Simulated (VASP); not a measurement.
Computed with rev-vdW-DF2, VASP's PBE PAW potentials (set 64) (plane waves; VASP 6.6.1).

VASP ran on this input.

File KPOINTS:
```
Automatic mesh
0
Gamma
10 10 10
0 0 0
```

### INCAR
```
! general
SYSTEM    =  MgO
PREC      =  Accurate
ENCUT     =  520
LREAL     =  .False.
LASPH     =  .True.

! electronic loop
EDIFF     =  1E-6
NELM      =  100
ALGO      =  Normal

! smearing
ISMEAR    =  0
SIGMA     =  0.05

! functional
GGA       =  MK
LUSE_VDW  =  .True.
AGGAC     =  0.0
PARAM1    =  0.1234568
PARAM2    =  0.7114
ZAB_VDW   =  -1.8867

! ions
IBRION    =  2
NSW       =  60
ISIF      =  3
EDIFFG    =  -0.01

! output
LWAVE     =  .False.
LCHARG    =  .False.
```

POSCAR:
```
MgO
1.0
  0.0000000000   2.1050000000   2.1050000000
  2.1050000000   0.0000000000   2.1050000000
  2.1050000000   2.1050000000   0.0000000000
Mg O
1 1
direct
  0.0000000000   0.0000000000   0.0000000000
  0.5000000000   0.5000000000   0.5000000000
```

POTCAR, in this order: Mg O (PBE.64 set). Program: vasp_std.

Output

OSZICAR:
```
       N       E                     dE             d eps       ncg     rms          rms(c)
DAV:   1     0.139867175703E+02    0.13987E+02   -0.47809E+03   880   0.880E+02
DAV:   2    -0.108150423318E+02   -0.24802E+02   -0.23954E+02   864   0.138E+02
DAV:   3    -0.111773240626E+02   -0.36228E+00   -0.36228E+00  1024   0.185E+01
DAV:   4    -0.111778822979E+02   -0.55824E-03   -0.55824E-03   952   0.630E-01
DAV:   5    -0.111778826600E+02   -0.36211E-06   -0.36211E-06  1040   0.132E-02    0.727E+00
DAV:   6    -0.961233923832E+01    0.15655E+01   -0.10326E+01   752   0.226E+01    0.228E+00
DAV:   7    -0.959370004360E+01    0.18639E-01   -0.47207E-02   776   0.262E+00    0.131E+00
DAV:   8    -0.958530877428E+01    0.83913E-02   -0.25579E-02   752   0.236E+00    0.155E-01
DAV:   9    -0.958520325581E+01    0.10552E-03   -0.36478E-04  1120   0.179E-01    0.739E-02
DAV:  10    -0.958528393711E+01   -0.80681E-04   -0.10827E-04   768   0.111E-01    0.471E-03
DAV:  11    -0.958528360766E+01    0.32945E-06   -0.16266E-06   888   0.969E-03
   1 F= -.95852836E+01 E0= -.95852836E+01  d E =-.958528E+01
       N       E                     dE             d eps       ncg     rms          rms(c)
DAV:   1    -0.959275445841E+01   -0.74705E-02   -0.14834E-01   752   0.392E+00    0.625E-01
DAV:   2    -0.958597712074E+01    0.67773E-02   -0.49775E-02   752   0.164E+00    0.594E-02
DAV:   3    -0.958589901382E+01    0.78107E-04   -0.42482E-04   848   0.242E-01    0.369E-02
DAV:   4    -0.958586763066E+01    0.31383E-04   -0.34948E-05   800   0.624E-02    0.825E-03
DAV:   5    -0.958586736434E+01    0.26632E-06   -0.45018E-06   800   0.166E-02
   2 F= -.95858674E+01 E0= -.95858674E+01  d E =-.583757E-03
       N       E                     dE             d eps       ncg     rms          rms(c)
DAV:   1    -0.958636962170E+01   -0.50199E-03   -0.92062E-03   752   0.982E-01    0.156E-01
DAV:   2    -0.958594683070E+01    0.42279E-03   -0.30993E-03   768   0.410E-01    0.150E-02
DAV:   3    -0.958594414568E+01    0.26850E-05   -0.26701E-05   832   0.608E-02    0.934E-03
DAV:   4    -0.958594181236E+01    0.23333E-05   -0.22122E-06   712   0.156E-02    0.207E-03
DAV:   5    -0.958594172342E+01    0.88933E-07   -0.28284E-07   408   0.423E-03
   3 F= -.95859417E+01 E0= -.95859417E+01  d E =-.658116E-03
```

**OUTCAR**
```
------------------------ aborting loop because EDIFF is reached ----------------------------------------
  FORCE on cell =-STRESS in cart. coord.  units (eV):
  Direction    XX          YY          ZZ          XY          YZ          ZX
  --------------------------------------------------------------------------------------
  Total       -0.0004278     -0.0004278     -0.0004278     -0.0000000      0.0000000     -0.0000000
  in kB       -0.0364324     -0.0364324     -0.0364324     -0.0000000      0.0000000     -0.0000000
  external PRESSURE =      -0.0364324 kB  Pullay stress =       0.0000000 kB
  volume of cell :       18.81
      direct lattice vectors                 reciprocal lattice vectors
    -0.000000000  2.110905025  2.110905025    -0.236865228  0.236865228  0.236865228
     2.110905025 -0.000000000  2.110905025     0.236865228 -0.236865228  0.236865228
     2.110905025  2.110905025 -0.000000000     0.236865228  0.236865228 -0.236865228
  FREE ENERGIE OF THE ION-ELECTRON SYSTEM (eV)
  ---------------------------------------------------
  free  energy   TOTEN  =        -9.5859417234 eV

  energy  without entropy=       -9.5859417234  energy(sigma->0) =       -9.58594172

 reached required accuracy - stopping structural energy minimisation
```
(Selected blocks of OUTCAR.)

File CONTCAR:
```
MgO
   1.00000000000000
    -0.0000000000000000    2.1109050248351831    2.1109050248351831
     2.1109050248351831   -0.0000000000000000    2.1109050248351831
     2.1109050248351831    2.1109050248351831   -0.0000000000000000
  Mg              O
     1     1
Direct
     0.0000000000000000    0.0000000000000000    0.0000000000000000
     0.5000000000000000    0.5000000000000000    0.5000000000000000
```

The compound is MgO in the rock salt structure. This run relaxes it. Symmetry was kept, so distortions that lower it aren't found.
